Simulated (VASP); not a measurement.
Here is the system:

```xyz
1
Lattice="-1.4885 1.4885 1.4885 1.4885 -1.4885 1.4885 1.4885 1.4885 -1.4885" Properties=species:S:1:pos:R:3 pbc="T T T"
V      0.0000     0.0000     0.0000
```

Computed with MS2 meta-GGA, VASP's PBE PAW potentials (set 64) (plane waves; VASP 6.6.1). Settings: 520 eV cut-off, 17×17×17 Γ-centred mesh, first-order Methfessel-Paxton smearing of 0.10 eV, potentials V_sv.

Task: What does the run give for the energy per atom (σ→0), band gap (on the k-mesh) with the smallest direct gap where there is one?

Result: 
```json
{
  "band gap (on the k-mesh)": "none (metal, semimetal or under 0.01 eV)",
  "energy per atom (σ→0)": "-13.376 eV/atom"
}
```

Total energies compare only between runs with the same potentials, cut-off and functional.

The compound is V in the bcc structure. It was relaxed first, which changed the volume by -5 %. The run is not spin-polarised, so no magnetic state was tried.
